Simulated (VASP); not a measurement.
Input of a VASP 6.6.1 run:

POSCAR

```
InSb
1.0
    0.0000000000      3.2391000000      3.2391000000
    3.2391000000      0.0000000000      3.2391000000
    3.2391000000      3.2391000000      0.0000000000
In Sb
1 1
Direct
    0.0000000000      0.0000000000      0.0000000000
    0.2500000000      0.2500000000      0.2500000000
```

Contents of INCAR.step1:

```
SYSTEM = InSb
PREC     = Accurate       ! precision mode
ENCUT    = 520            ! plane-wave cutoff, eV
EDIFF    = 1E-5           ! SCF threshold, eV
ISMEAR   = 0              ! smearing method
SIGMA    = 0.02           ! smearing width, eV
LREAL    = .False.        ! projectors in reciprocal space
LASPH    = .True.         ! aspherical terms in the spheres
NELM     = 80             ! most SCF steps
ALGO     = Normal         ! electronic algorithm
ISIF     = 2              ! what is computed and relaxed
LWAVE    = .True.         ! write WAVECAR
LCHARG   = .False.        ! write CHGCAR
NBANDS   = 16             ! bands
KPAR     = 4            
GGA      = PE             ! functional
```

Contents of INCAR.step2:

```
SYSTEM = InSb
PREC     = Accurate       ! precision mode
ENCUT    = 520            ! plane-wave cutoff, eV
EDIFF    = 1E-7           ! SCF threshold, eV
ISMEAR   = 0              ! smearing method
SIGMA    = 0.02           ! smearing width, eV
LREAL    = .False.        ! projectors in reciprocal space
LASPH    = .True.         ! aspherical terms in the spheres
NELM     = 80             ! most SCF steps
ALGO     = Normal         ! electronic algorithm
ISIF     = 2              ! what is computed and relaxed
LWAVE    = .False.        ! write WAVECAR
LCHARG   = .False.        ! write CHGCAR
GGA      = PE             ! functional
LHFCALC  = .True.         ! exact exchange
HFSCREEN = 0.2            ! screening, 1/A
PRECFOCK = Fast         
NBANDS   = 16             ! bands
KPAR     = 4            
ISTART   = 1
```

Contents of KPOINTS:

```
Automatic mesh
0
Gamma
  6 6 6
  0 0 0
```

Contents of KPOINTS_OPT:

```
path GXWKGLUWLK,UX
8
line-mode
reciprocal
 0.0000000000  0.0000000000  0.0000000000  G
 0.5000000000  0.0000000000  0.5000000000  X

 0.5000000000  0.0000000000  0.5000000000  X
 0.5000000000  0.2500000000  0.7500000000  W

 0.5000000000  0.2500000000  0.7500000000  W
 0.3750000000  0.3750000000  0.7500000000  K

 0.3750000000  0.3750000000  0.7500000000  K
 0.0000000000  0.0000000000  0.0000000000  G

 0.0000000000  0.0000000000  0.0000000000  G
 0.5000000000  0.5000000000  0.5000000000  L

 0.5000000000  0.5000000000  0.5000000000  L
 0.6250000000  0.2500000000  0.6250000000  U

 0.6250000000  0.2500000000  0.6250000000  U
 0.5000000000  0.2500000000  0.7500000000  W

 0.5000000000  0.2500000000  0.7500000000  W
 0.5000000000  0.5000000000  0.5000000000  L

 0.5000000000  0.5000000000  0.5000000000  L
 0.3750000000  0.3750000000  0.7500000000  K

 0.6250000000  0.2500000000  0.6250000000  U
 0.5000000000  0.0000000000  0.5000000000  X
```

Potentials or basis: VASP PAW PBE potentials, release 64 (In_d, Sb).

The run is started by

```bash
$ cat potpaw_PBE.64/In_d/POTCAR potpaw_PBE.64/Sb/POTCAR > POTCAR
$ cp INCAR.step1 INCAR
$ mpirun -np 4 vasp_std > vasp.out
$ cp INCAR.step2 INCAR
$ mpirun -np 4 vasp_std > vasp.out
```

Question: Predict the band gap on the k mesh.

Answer: 0.54 eV, direct.

Question: What does it give for the band gap along the path?

Answer: 0.54 eV, direct.

Question: Predict the pressure.

Answer: 1.0 GPa.

Levels at the corners of the path, in eV from the valence-band top:
```csv
point,band 6,band 7,band 8,band 9,band 10,band 11,band 12,band 13
Γ,-11.74,0.00,0.00,0.00,0.54,3.66,3.66,3.66
X,-9.54,-6.41,-2.46,-2.46,1.91,1.92,9.30,9.30
X,-9.54,-6.41,-2.46,-2.46,1.91,1.92,9.30,9.30
W,-9.50,-6.27,-3.10,-2.94,4.34,4.65,5.08,5.67
W,-9.50,-6.27,-3.10,-2.94,4.34,4.65,5.08,5.67
K,-9.58,-6.25,-3.38,-2.08,2.23,4.45,7.23,7.40
K,-9.58,-6.25,-3.38,-2.08,2.23,4.45,7.23,7.40
Γ,-11.74,0.00,0.00,0.00,0.54,3.66,3.66,3.66
Γ,-11.74,0.00,0.00,0.00,0.54,3.66,3.66,3.66
L,-10.22,-6.09,-1.09,-1.09,1.17,4.54,4.54,6.89
L,-10.22,-6.09,-1.09,-1.09,1.17,4.54,4.54,6.89
U,-9.58,-6.25,-3.38,-2.08,2.23,4.45,7.23,7.40
U,-9.58,-6.25,-3.38,-2.08,2.23,4.45,7.23,7.40
W,-9.50,-6.27,-3.10,-2.94,4.34,4.65,5.08,5.67
W,-9.50,-6.27,-3.10,-2.94,4.34,4.65,5.08,5.67
L,-10.22,-6.09,-1.09,-1.09,1.17,4.54,4.54,6.89
L,-10.22,-6.09,-1.09,-1.09,1.17,4.54,4.54,6.89
K,-9.58,-6.25,-3.38,-2.08,2.23,4.45,7.23,7.40
U,-9.58,-6.25,-3.38,-2.08,2.23,4.45,7.23,7.40
X,-9.54,-6.41,-2.46,-2.46,1.91,1.92,9.30,9.30
```

Caveat: the PAW data sets were made with another functional, which shifts forces and pressure a little; spin-orbit coupling is left out, which moves the levels of the heavy elements.

**The experiment to reproduce.**

“Electronic Structure and Epitaxy of CdTe Shells on InSb Nanowires”, 2021, arxiv:2111.05126 quotes, for a bulk crystal of InSb: band gap 0.24 eV.

A measured gap of InSb is 0.24 eV (quoted in “Electronic Structure and Epitaxy of CdTe Shells on InSb Nanowires”, 2021, arxiv:2111.05126); the calculated 0.54 eV misses it by +0.30 eV. Spin-orbit coupling on In, Sb is left out. The value is that of HSE06, without temperature or zero-point motion.
